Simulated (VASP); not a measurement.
NiMoIrPdW:

```
Ni Mo Pd Ir W
1.0
     2.34460   -1.43138    0.00906
     2.34460    1.43138    0.00906
    -2.20600    0.00000   10.92374
Ni Mo Pd Ir W
1 1 1 1 1
Cartesian
  1.6857 0.0000 3.2343
  -0.5221 0.0000 9.9690
  0.0775 0.0000 5.3638
  3.2778 0.0000 1.1936
  1.6891 0.0000 7.5942
```

The cell was built by a generator and needn't be a form met in nature.

```yaml
Program: VASP 6.6.1
Task: single point
Functional: PBE
Potentials_or_basis: VASP PAW PBE potentials, release 64 (Ni, Mo_sv, Pd, Ir, W_sv)
Cutoff: 520 eV
k_mesh: 11 × 11 × 3
Occupations: fermi-dirac, width 0.05 eV
Spin: collinear spin, ferromagnetic start
Starting_moments: "[1.0, 1.0, 0.0, 0.6, 0.0] μB"
```

On this cell: pressure 0.3 GPa; largest force 0.087 eV/Å; net moment 0.00 μB per cell; band gap on the k mesh none (metal or under the smearing width).

The same run follows on a disturbed copy (atoms moved at random, drawn with an rms of 0.05 Å):

```
CELL_PARAMETERS angstrom
2.34460 -1.43138 0.00906
2.34460 1.43138 0.00906
-2.20600 0.00000 10.92374
ATOMIC_POSITIONS crystal
Ni 0.49951 0.48754 0.29483
Mo 0.32431 0.32971 0.90989
Pd 0.24487 0.25436 0.49262
Ir 0.73778 0.76003 0.10626
W 0.69441 0.68117 0.69390
```

Task: What does the disturbed cell give?

Result: The energy (extrapolated to zero smearing) moves by +3.2 meV/atom; pressure 0.7 GPa; largest force 0.329 eV/Å; net moment 0.00 μB per cell; band gap on the k mesh none (metal or under the smearing width).

Forces in eV/Å, atoms in the order of the input:
```
Ni   0.031  0.101  0.015
Mo  -0.232  0.083  0.127
Pd  -0.025 -0.082 -0.317
Ir   0.172 -0.181  0.133
W    0.054  0.078  0.043
```

Stress tensor (GPa, compression positive):
```
 0.61  0.11  0.80
 0.11 -0.15  0.07
 0.80  0.07  1.68
```
